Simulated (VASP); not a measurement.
BBr2:

```
B Br
1.0
     3.18545    1.83912    2.25964
    -3.18545    1.83912    2.25964
     0.00000   -3.67824    2.25964
B Br
1 2
Cartesian
  0.0000 0.0000 0.0000
  0.0000 0.0000 4.8825
  0.0000 0.0000 1.8965
```

The cell was built by a generator and needn't be a form met in nature.

| Quantity | Value |
| --- | --- |
| Program | VASP 6.6.1 |
| Task | relaxation of the atoms |
| Functional | LDA |
| Potentials or basis | VASP PAW LDA potentials, release 64 (B, Br) |
| Cutoff | 520 eV |
| k mesh | 6 × 6 × 6 |
| Occupations | gaussian, width 0.05 eV |
| Spin | no spin polarisation |

At the start: pressure -5.0 GPa; volume 26.48 Å³/atom.

Q: Where does the relaxation end?

A: Over 17 steps the energy falls by 65.6 meV/atom; space group R-3m (No. 166, to 0.05 Å).

Step by step:
```tsv
step	energy change (eV)	largest force (eV/Å)	pressure (GPa)
1	0.0000	1.8357	-4.99
2	-0.1967	0.0613	-1.46
3	-0.1969	0.0086	-1.35
4	-0.1969	0.0084	-1.35
5	-0.1969	0.0083	-1.35
6	-0.1969	0.0084	-1.35
7	-0.1969	0.0084	-1.35
8	-0.1969	0.0084	-1.35
9	-0.1969	0.0084	-1.35
10	-0.1969	0.0084	-1.35
11	-0.1969	0.0083	-1.35
12	-0.1969	0.0082	-1.35
13	-0.1969	0.0081	-1.35
14	-0.1969	0.0079	-1.35
15	-0.1969	0.0073	-1.35
16	-0.1969	0.0063	-1.35
17	-0.1969	0.0041	-1.34
```

Final structure:
```
B Br
1.0
     3.18545    1.83912    2.25964
    -3.18545    1.83912    2.25964
     0.00000   -3.67824    2.25964
B Br
1 2
Cartesian
  0.0000 0.0000 0.0000
  0.0000 0.0000 4.9731
  0.0000 0.0000 1.8058
```

Caveat: an odd number of electrons without spin polarisation forces a metal; a magnetic or distorted state may lie lower.
